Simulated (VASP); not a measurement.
Runs of VASP 6.6.1 on BeRu. The structure is hexagonal, space group P-6m2 (No. 187). Conventional cell: a = 2.499 Å, b = 2.499 Å, c = 3.796 Å, α = 90.00°, β = 90.00°, γ = 120.00°. Around Be (site symmetry -6m2) lie 6 Ru at 2.38 Å and 6 Be at 2.50 Å. Ru (site symmetry -6m2) is surrounded by 6 Be at 2.38 Å and 6 Ru at 2.50 Å. The cell was built by a generator and needn't be a form met in nature.

```csv
task,level,cell,cutoff (eV),smearing,gap on the mesh (eV),pressure (GPa),relaxed volume (Å³/atom)
single point,PBE,as given,520,fermi-dirac 0.05 eV,none,36.8,-
relaxation of cell and atoms,r2SCAN,relaxed,600,methfessel-paxton 0.1 eV,none,0.0,(a)
relaxation of cell and atoms,TPSS,relaxed,600,methfessel-paxton 0.1 eV,none,0.0,11.28
relaxation of cell and atoms,PBE,relaxed,600,methfessel-paxton 0.1 eV,none,0.0,11.37
relaxation of cell and atoms,RPBE,relaxed,600,methfessel-paxton 0.1 eV,none,0.0,11.56
```

Alike in all rows: potentials or basis VASP PAW PBE potentials, release 64 (Be, Ru_pv); no spin polarisation; k mesh 12 × 12 × 7.

Question: Estimate the missing entries.

Answer: (a) 11.24.

Caveats: the PAW data sets were made with another functional, which shifts forces and pressure a little (some runs); a pressure of tens of GPa on the cell as given is suspect, and the run, the potentials or the cell itself is likely at fault (some runs).

A k mesh can miss the band edges, and the runs leave out spin-orbit coupling on Ru.

A gap of «none» marks a metal or a gap under the smearing width.

Not every run made on this cell is shown here.
